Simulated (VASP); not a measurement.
Input:

```xyz
2
Lattice="2.9163 0.0000 0.0000 0.0000 2.9163 0.0000 0.0000 0.0000 2.9163" Properties=species:S:1:pos:R:3 pbc="T T T"
Si     0.0000     0.0000     0.0000
Ge     1.4582     1.4582     1.4582
```

These are PBEsol GGA, VASP's PBE PAW potentials (set 64) (plane waves; VASP 6.6.1) values and carry that method's errors. Numerical set-up: 500 eV cut-off, 12×12×12 Γ-centred mesh, first-order Methfessel-Paxton smearing of 0.10 eV, potentials Si Ge_d.

Task: What does the run give for the energy per atom (σ→0), pressure, band gap (on the k-mesh) with the smallest direct gap where there is one?

Result: 
- band gap (on the k-mesh) = none (metal, semimetal or under 0.01 eV)
- energy per atom (σ→0) = -4.501 eV/atom
- pressure = 44.86 GPa

Total energies compare only between runs with the same potentials, cut-off and functional.

The structure was generated: SiGe was put into the CsCl type type (Pm-3m), which need not be its known phase. It was relaxed first under an external pressure of 45 GPa. VASP warned that the highest band is occupied, so more bands are needed.
